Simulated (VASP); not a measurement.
**Mg2SbCl: single point with PBEsol**

The system is Mg2SbCl.

```
CELL_PARAMETERS angstrom
2.12334 1.22591 6.30843
-2.12334 1.22591 6.30843
0.00000 -2.45182 6.30843
ATOMIC_POSITIONS crystal
Mg 0.23835 0.23835 0.23835
Mg 0.76165 0.76165 0.76165
Sb 0.50000 0.50000 0.50000
Cl 0.00000 0.00000 0.00000
```

The cell comes from a database or a generator and needn't be the stable form of this composition.

| Property | Result |
| --- | --- |
| Program | VASP 6.6.1 |
| Task | single point |
| Functional | PBEsol |
| Potentials or basis | VASP PAW PBE potentials, release 64 (Mg, Sb, Cl) |
| Cutoff | 520 eV |
| k mesh | 12 × 12 × 12 |
| Occupations | gaussian, width 0.1 eV |
| Spin | no spin polarisation |
| Dipole correction | no |
| Further INCAR settings | ALGO = Fast; EDIFF = 1e-06; NBANDS = 16 |

| Quantity | Value |
| --- | --- |
| Pressure | 0.1 GPa |
| Largest force | 0.014 eV/Å |
| Band gap on the k mesh | none (metal or under the smearing width) |

Forces in eV/Å, atoms in the order of the input:
```
Mg   0.000  0.000  0.014
Mg   0.000  0.000 -0.014
Sb   0.000  0.000  0.000
Cl   0.000  0.000  0.000
```

Stress tensor (GPa, compression positive):
```
 0.09  0.00  0.00
 0.00  0.09  0.00
 0.00  0.00 -0.02
```

Levels at points of the mesh, in eV from the Fermi level:
| k point | band 4 | band 5 | band 6 | band 7 | band 8 | band 9 | band 10 | band 11 | band 12 | band 13 |
| --- | --- | --- | --- | --- | --- | --- | --- | --- | --- | --- |
| (0.00, 0.00, 0.00) | -4.47 | -4.47 | -1.64 | -0.16 | 0.01 | 0.01 | 2.94 | 3.59 | 3.59 | 5.32 |
| (0.50, 0.00, 0.00) | -4.89 | -4.76 | -4.66 | -2.10 | -1.35 | 1.29 | 1.71 | 3.11 | 4.73 | 5.33 |
| (0.50, 0.50, 0.00) | -5.52 | -4.80 | -3.55 | -1.17 | -1.15 | -0.11 | 2.05 | 3.24 | 4.15 | 4.22 |
| (0.50, 0.50, 0.50) | -4.47 | -4.47 | -3.62 | -0.08 | -0.08 | 1.92 | 3.02 | 4.03 | 4.23 | 4.23 |

Run time: 13 min on 1 thread of Intel(R) Xeon(R) Platinum 8559C (Emerald Rapids), on a shared host, peak memory 0.59 GiB.

Caveat: the PAW data sets were made with another functional, which shifts forces and pressure a little. Spin-orbit coupling is left out, which matters for the levels of Sb.
